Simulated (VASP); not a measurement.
Level of theory: PBE GGA with D4 dispersion, VASP's PBE PAW potentials (set 64) (plane waves; VASP).

A VASP calculation is set up with these files.

**INCAR**
```
# general
SYSTEM   =  NiSb
PREC     =  Accurate
ENCUT    =  520   # plane-wave cut-off (eV)
LREAL    =  .False.   # projection in real space or not
LASPH    =  .True.

# electronic loop
EDIFF    =  1E-7   # SCF stop (eV)
NELM     =  100   # most electronic steps
ALGO     =  Normal   # blocked Davidson
LMAXMIX  =  4   # l cut-off of mixed one-centre charges

# smearing
ISMEAR   =  -5   # tetrahedra, Bloechl

# functional
GGA      =  PE   # PBE
IVDW     =  13   # D4

# ions
ISIF     =  2

# output
LWAVE    =  .False.
LCHARG   =  .True.
LORBIT   =  11
NEDOS    =  601   # DOS grid

# other
LEFG     =  .True.
```

KPOINTS:
```
Automatic mesh
0
Gamma
 10 10 7
0 0 0
```

File POSCAR:
```
NiSb
3.9168850
  0.5000000257  -0.8660254895   0.0000000000
  0.5000000257   0.8660254895   0.0000000000
  0.0000000000   0.0000000000   1.3072851015
Ni Sb
2 2
direct
  0.0000000000   0.0000000000   0.5000000000
  0.0000000000   0.0000000000   0.0000000000
  0.3333330000   0.6666670000   0.2500000000
  0.6666670000   0.3333330000   0.7500000000
```

POTCAR, in this order: Ni Sb (PBE.64 set). Program: vasp_std.

Output of the run:

**OSZICAR**
```
       N       E                     dE             d eps       ncg     rms          rms(c)
DAV:   1     0.170756021094E+03    0.17076E+03   -0.12681E+04  2128   0.163E+03
DAV:   2    -0.122022734272E+02   -0.18296E+03   -0.17815E+03  2143   0.323E+02
DAV:   3    -0.214235506421E+02   -0.92213E+01   -0.89220E+01  2453   0.895E+01
DAV:   4    -0.216849580182E+02   -0.26141E+00   -0.25965E+00  2416   0.140E+01
DAV:   5    -0.216934499770E+02   -0.84920E-02   -0.84702E-02  2593   0.269E+00    0.133E+01
DAV:   6    -0.241596095372E+02   -0.24662E+01   -0.34543E+01  2346   0.108E+02    0.170E+01
DAV:   7    -0.202744375938E+02    0.38852E+01   -0.12683E+01  2338   0.757E+01    0.395E+00
DAV:   8    -0.203329261086E+02   -0.58489E-01   -0.14642E+00  2916   0.106E+01    0.258E+00
DAV:   9    -0.202747233122E+02    0.58203E-01   -0.23190E-01  2406   0.860E+00    0.617E-01
DAV:  10    -0.202752727882E+02   -0.54948E-03   -0.79517E-03  2310   0.793E-01    0.469E-01
DAV:  11    -0.202748981806E+02    0.37461E-03   -0.61576E-04  2530   0.207E-01    0.140E-01
DAV:  12    -0.202747731158E+02    0.12506E-03   -0.63995E-04  2981   0.422E-01    0.347E-02
DAV:  13    -0.202747822719E+02   -0.91562E-05   -0.75177E-05  2322   0.704E-02    0.302E-02
DAV:  14    -0.202747799688E+02    0.23032E-05   -0.21614E-06  2456   0.139E-02    0.736E-03
DAV:  15    -0.202747785131E+02    0.14556E-05   -0.37706E-07  1972   0.780E-03    0.318E-03
DAV:  16    -0.202747776505E+02    0.86263E-06   -0.21170E-07  1404   0.593E-03    0.599E-04
DAV:  17    -0.202747775603E+02    0.90234E-07   -0.87208E-08  1145   0.223E-03
   1 F= -.22493447E+02 E0= -.22493447E+02  d E =0.000000E+00
```

File OUTCAR:
```
------------------------ aborting loop because EDIFF is reached ----------------------------------------
  Edisp (eV):   -2.21867
  FORCE on cell =-STRESS in cart. coord.  units (eV):
  Direction    XX          YY          ZZ          XY          YZ          ZX
  --------------------------------------------------------------------------------------
  Total      -0.00485    -0.00485    -0.06919     0.00000     0.00000     0.00000
  in kB      -0.11421    -0.11421    -1.62943     0.00000     0.00000     0.00000
  external pressure =       -0.62 kB  Pullay stress =        0.00 kB
  volume of cell :       68.03
      direct lattice vectors                 reciprocal lattice vectors
     1.958442601 -3.392122249  0.000000000     0.255304904 -0.147400348  0.000000000
     1.958442601  3.392122249  0.000000000     0.255304904  0.147400348  0.000000000
     0.000000000  0.000000000  5.120485405     0.000000000  0.000000000  0.195293985
 POSITION                                       TOTAL-FORCE (eV/Angst)
 -----------------------------------------------------------------------------------
      0.00000      0.00000      2.56024        -0.000000     -0.000000      0.000000
      0.00000      0.00000      0.00000        -0.000000     -0.000000      0.000000
      1.95844      1.13071      1.28012         0.000000     -0.000000     -0.000000
      1.95844     -1.13071      3.84036         0.000000      0.000000      0.000000
 -----------------------------------------------------------------------------------
    total drift:                                0.000000      0.000000      0.000000
  FREE ENERGIE OF THE ION-ELECTRON SYSTEM (eV)
  ---------------------------------------------------
  free  energy   TOTEN  =       -22.4934469901 eV

  energy  without entropy=      -22.4934469901  energy(sigma->0) =      -22.49344699

 total charge

# of ion       s       p       d       tot
------------------------------------------
    1        0.452   0.492   8.469   9.413
    2        0.452   0.492   8.469   9.413
    3        1.130   1.228   0.077   2.435
    4        1.130   1.228   0.077   2.435
--------------------------------------------------
tot          3.164   3.440  17.092  23.696

 Electric field gradients after diagonalization (V/A^2)
 (convention: |V_zz| > |V_xx| > |V_yy|)
----------------------------------------------------------------------
 ion       V_xx      V_yy      V_zz     asymmetry (V_yy - V_xx)/ V_zz
----------------------------------------------------------------------
   1      10.430    10.429   -20.860       0.000
   2      10.430    10.429   -20.860       0.000
   3     -39.990   -39.990    79.980       0.000
   4     -39.990   -39.990    79.980       0.000
```
(Selected blocks of OUTCAR.)

For a metal the tetrahedron method with Blöchl corrections gives inexact stress and forces.

The compound is NiSb in the NiAs type structure. It was relaxed first. The run is not spin-polarised, so no magnetic state was tried.
